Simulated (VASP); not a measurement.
# Lattice of InAs, functional by functional, part 3 of 3

How much does the relaxed cell of InAs depend on the functional? The starting structure is a measured crystal structure from the Crystallography Open Database. The first relaxation on each setting starts from this cell expanded by 3 % in volume.

VASP 6.6.1.

Results so far: PBEsol 28.25 Å³ an atom; LDA 27.44 Å³ an atom; PBE 29.64 Å³ an atom; PBEsol + D3(BJ) 27.41 Å³ an atom; r2SCAN 28.51 Å³ an atom; r2SCAN + rVV10 28.21 Å³ an atom.

### Step 8. Relaxation with rev-vdW-DF2 (continued)

Level of this step: rev-vdW-DF2; plane waves and PAW (In_d, As) (VASP).

OUTCAR, selected parts (step 8):

```text
  Total       -0.0036427     -0.0036427     -0.0036427      0.0000000      0.0000000      0.0000000
  in kB       -0.1002362     -0.1002362     -0.1002362      0.0000000      0.0000000      0.0000000
  external PRESSURE =      -0.1002362 kB  Pullay stress =       0.0000000 kB

 POSITION                                       TOTAL-FORCE (eV/Angst)
 -----------------------------------------------------------------------------------
      0.00000      0.00000      0.00000        -0.000000     -0.000000     -0.000000
      4.61442      4.61442      4.61442         0.000000      0.000000      0.000000
 -----------------------------------------------------------------------------------
    total drift:                               -0.000000     -0.000000     -0.000000

  FREE ENERGIE OF THE ION-ELECTRON SYSTEM (eV)
  ---------------------------------------------------
  free  energy   TOTEN  =        -3.5350446310 eV

  energy  without entropy=       -3.5349671596  energy(sigma->0) =       -3.53500590

[... 2 parts as in an earlier step ...]

[... 2 further parts left out ...]
[key lines of the parts left out:]
E-fermi :   3.9240
```

With rev-vdW-DF2 the relaxed cell holds 29.112 Å³ an atom, +4.76 % against the measured cell, with a = 6.153 Å. That is +3.04 % from PBEsol. Pressures at 0.985 and 1.015 times this volume, from two more relaxations that aren't shown, give a bulk modulus of 50.7 GPa.

### Step 9. Relaxation with PBE + D3(BJ)

The input, INCAR:

```
SYSTEM = InAs
PREC = Accurate
ENCUT = 450
EDIFF = 1E-06
NELM = 100
ISMEAR = 0
SIGMA = 0.05
LREAL = .FALSE.
ALGO = Normal
GGA = PE
IVDW = 12
NBANDS = 15
LORBIT = 11
LWAVE = .FALSE.
LCHARG = .FALSE.
KPAR = 8
IBRION = 2
NSW = 50
ISIF = 3
EDIFFG = -0.006
```

The input, POSCAR:

```
InAs
1.0
    0.0000000000      3.0589920495      3.0589920495
    3.0589920495      0.0000000000      3.0589920495
    3.0589920495      3.0589920495      0.0000000000
In As
1 1
Direct
    0.0000000000      0.0000000000      0.0000000000
    0.7500000000      0.7500000000      0.7500000000
```

The input, KPOINTS:

```
Automatic mesh
0
Gamma
10 10 10
0 0 0
```

PAW data sets: In_d and As (PBE family, release 64).

On the command line:

```bash
$ mpirun -np 8 vasp_std
```

The log of the run:

```text
[... set-up lines as in an earlier step ...]
 entering main loop
       N       E                     dE             d eps       ncg     rms          rms(c)
DAV:   1     0.107576307188E+03    0.10758E+03   -0.77916E+03  1417   0.116E+03
DAV:   2    -0.389327913774E+00   -0.10797E+03   -0.10359E+03  1508   0.286E+02
DAV:   3    -0.778385636383E+01   -0.73945E+01   -0.73581E+01  1858   0.778E+01
DAV:   4    -0.796413711176E+01   -0.18028E+00   -0.18024E+00  1723   0.137E+01
[...]
DAV:  11    -0.770703543681E+01   -0.48417E-04   -0.12728E-04  1592   0.124E-01    0.452E-02
DAV:  12    -0.770703663073E+01   -0.11939E-05   -0.75964E-06  1607   0.295E-02    0.849E-03
DAV:  13    -0.770703698851E+01   -0.35778E-06   -0.20131E-06  1718   0.821E-03
   1 F= -.83286951E+01 E0= -.83286565E+01  d E =-.832870E+01
[...]
N       E                     dE             d eps       ncg     rms          rms(c)
DAV:   1    -0.770632372081E+01    0.71291E-03   -0.21945E-02  1802   0.285E+00    0.196E-01
DAV:   2    -0.770553283586E+01    0.79088E-03   -0.15442E-03  1760   0.901E-01    0.703E-02
DAV:   3    -0.770540116882E+01    0.13167E-03   -0.38018E-04  1851   0.402E-01    0.414E-02
DAV:   4    -0.770540191259E+01   -0.74377E-06   -0.16963E-05  1543   0.374E-02    0.307E-02
DAV:   5    -0.770540255752E+01   -0.64494E-06   -0.19186E-06  1585   0.124E-02
   2 F= -.83287224E+01 E0= -.83286837E+01  d E =-.272507E-04
 trial-energy change:   -0.000027  1 .order   -0.000024   -0.000079    0.000031
 step:   0.7182(harm=  0.7182)  dis= 0.00000  next Energy=    -8.328724 (dE=-0.285E-04)
[...]
N       E                     dE             d eps       ncg     rms          rms(c)
DAV:   1    -0.770595129637E+01   -0.54938E-03   -0.17564E-03  1788   0.813E-01    0.548E-02
DAV:   2    -0.770588962307E+01    0.61673E-04   -0.12514E-04  1760   0.255E-01    0.198E-02
DAV:   3    -0.770587777530E+01    0.11848E-04   -0.30629E-05  1830   0.115E-01    0.121E-02
DAV:   4    -0.770587733965E+01    0.43565E-06   -0.12444E-06   796   0.105E-02
   3 F= -.83287284E+01 E0= -.83286897E+01  d E =-.332502E-04
[...]
reached required accuracy - stopping structural energy minimisation
```

It took 5.6 s on 8 MPI ranks of Intel Xeon 6975P-C (Granite Rapids), shared host; peak memory 1.6 GiB.

Parts of OUTCAR (step 9):

```text
 Edisp (eV)   -0.62332

 Edisp (eV)   -0.62285

  Total      -0.00110    -0.00110    -0.00110    -0.00000    -0.00000    -0.00000
  in kB      -0.03071    -0.03071    -0.03071    -0.00000    -0.00000    -0.00000
  external pressure =       -0.03 kB  Pullay stress =        0.00 kB

 POSITION                                       TOTAL-FORCE (eV/Angst)
 -----------------------------------------------------------------------------------
      0.00000      0.00000      0.00000        -0.000000     -0.000000     -0.000000
      4.58586      4.58586      4.58586         0.000000      0.000000      0.000000
 -----------------------------------------------------------------------------------
    total drift:                               -0.000000     -0.000000     -0.000000

  FREE ENERGIE OF THE ION-ELECTRON SYSTEM (eV)
  ---------------------------------------------------
  free  energy   TOTEN  =        -8.3287283961 eV

  energy  without entropy=       -8.3286510150  energy(sigma->0) =       -8.32868971

[... 2 parts as in an earlier step ...]

[... 2 further parts left out ...]
[key lines of the parts left out:]
E-fermi :   4.1924
```

With PBE + D3(BJ) the relaxed cell holds 28.575 Å³ an atom, +2.82 % against the measured cell, with a = 6.114 Å. That is +1.14 % from PBEsol. Pressures at 0.985 and 1.015 times this volume, from two more relaxations that aren't shown, give a bulk modulus of 53.8 GPa.

### Step 10. Comparison

```tsv
level	volume (Å³/atom)	against the measured cell (%)	a (Å)	bulk modulus (GPa)	pressure left (GPa)	core minutes
PBEsol	28.254	1.67	6.0915	55.8	0.01	1.07
LDA	27.437	-1.27	6.0322	60.1	-0.01	1.39
PBE	29.637	6.64	6.1893	48.6	0.01	1.73
PBEsol + D3(BJ)	27.409	-1.37	6.0301	60.5	-0.03	2.24
r2SCAN	28.507	2.58	6.1096	58.3	-0.01	3.47
r2SCAN + rVV10	28.208	1.5	6.0882	60.1	0.0	20.4
rev-vdW-DF2	29.112	4.76	6.1526	50.7	-0.01	10.0
PBE + D3(BJ)	28.575	2.82	6.1145	53.8	0.0	0.747
```

Core minutes are wall time times ranks, summed over the relaxations behind a row (those for a bulk modulus apart), on shared hosts.

### Step 11. Outcome

```json
{
  "volume, PBEsol": "28.25 Å³/atom",
  "volume, LDA": "27.44 Å³/atom",
  "volume, PBE": "29.64 Å³/atom",
  "volume, PBEsol + D3(BJ)": "27.41 Å³/atom",
  "volume, r2SCAN": "28.51 Å³/atom",
  "volume, r2SCAN + rVV10": "28.21 Å³/atom",
  "volume, rev-vdW-DF2": "29.11 Å³/atom",
  "volume, PBE + D3(BJ)": "28.58 Å³/atom"
}
```

What this shows: Across 8 levels the volume of InAs spans 8.1 %, from 27.41 Å³ an atom (PBEsol + D3(BJ)) to 29.64 Å³ (PBE). Against the measured volume of the starting structure, LDA comes nearest (-1.3 %) and PBE lies farthest (+6.6 %). The measured cell holds zero-point expansion and, unless it was taken cold, thermal expansion, which the runs lack, so small differences decide nothing. Adding D3(BJ) to PBEsol changes the volume by -3.0 %. Adding rVV10 to r2SCAN changes the volume by -1.0 %. Adding D3(BJ) to PBE changes the volume by -3.6 %. The bulk modulus goes from 48.6 GPa (PBE) to 60.5 GPa (PBEsol + D3(BJ)). LASPH is on in some of these runs and off in others, which adds a little to the differences. All runs keep the symmetry of the start, so they can't find a distortion of lower symmetry. Further runs on this material are not shown.

[Lines on the potential files, build, host, timing and source positions are cut from VASP's logs without a mark.]

[Logs are printed without paths, hosts, clocks, repeated set-up lines and the standing remarks that a program may print on its own settings, such as how far it seeks lower states.]

[Hosts, paths, dates, database ids (printed as entryN), source tags and the programs' standing remarks are cut or masked in the printed files.]
